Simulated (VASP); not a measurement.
An input for Ansatz (written as the equivalent of a VASP run, and not itself run):

Ansatz 0.2 input:
```yaml
crystal:
  lattice:
    - [3.7774967, 0.0000000, 0.0000000]
    - [0.0000000, 3.7774967, 0.0000000]
    - [0.0000000, 0.0000000, 3.7774967]
  atoms:
    - { symbol: Cu, position: [0.0000000, 0.5000000, 0.5000000] }
    - { symbol: Cu, position: [0.5000000, 0.0000000, 0.5000000] }
    - { symbol: Cu, position: [0.5000000, 0.5000000, 0.0000000] }
    - { symbol: Au, position: [0.0000000, 0.0000000, 0.0000000] }
kpoints:
  mp_grid: { grid: [8, 8, 8] }
hamiltonian:
  xc: pbe
  pseudopotentials: { kind: paw }
scf:
  occupations: { method: methfessel_paxton, width: 0.1 }
  max_iter: 100
relax:
  max_steps: 40
  f_tol: 0.02
  cell: {}
output: { forces: true, stress: true, eigenvalues: true }
```

Question: Write the VASP files for the same calculation (PBE).

Answer: Several could match; the one computed here: 
**INCAR**
```
# general
SYSTEM =Cu3Au
PREC   =Accurate
ENCUT  =500
LREAL  =F
LASPH  =T

# electronic loop
EDIFF  =1E-6
NELM   =100
ALGO   =Normal
LMAXMIX=6

# smearing
ISMEAR =1
SIGMA  =0.1

# functional
GGA    =PE

# ions
IBRION =2
NSW    =40
ISIF   =3
EDIFFG =-0.02

# output
LWAVE  =F
LCHARG =F
```

**KPOINTS**
```
Automatic mesh
0
Gamma
8 8 8
0 0 0
```

**POSCAR**
```
Cu3Au
1
    3.7774966858    -0.0000000000     0.0000000000
    0.0000000000     3.7774966858    -0.0000000000
   -0.0000000000     0.0000000000     3.7774966858
Cu Au
3 1
Direct
  0.0000000000   0.5000000000   0.5000000000
  0.5000000000   0.0000000000   0.5000000000
  0.5000000000   0.5000000000   0.0000000000
  0.0000000000   0.0000000000   0.0000000000
```

POTCAR, in this order: Cu Au (PBE.64 set). Program: vasp_std.

The two are equivalent in intent, not identical: each code has its own PAW files, so the cut-off isn't converted (ENCUT is set for VASP's; basis.ecutwfc is left out, and Ansatz then takes the one that its files recommend); Ansatz stops its SCF on the density residual and VASP on the energy change (EDIFF).

The compound is Cu3Au in the L1_2 structure. This run relaxes it. Symmetry was kept, so distortions that lower it aren't found.
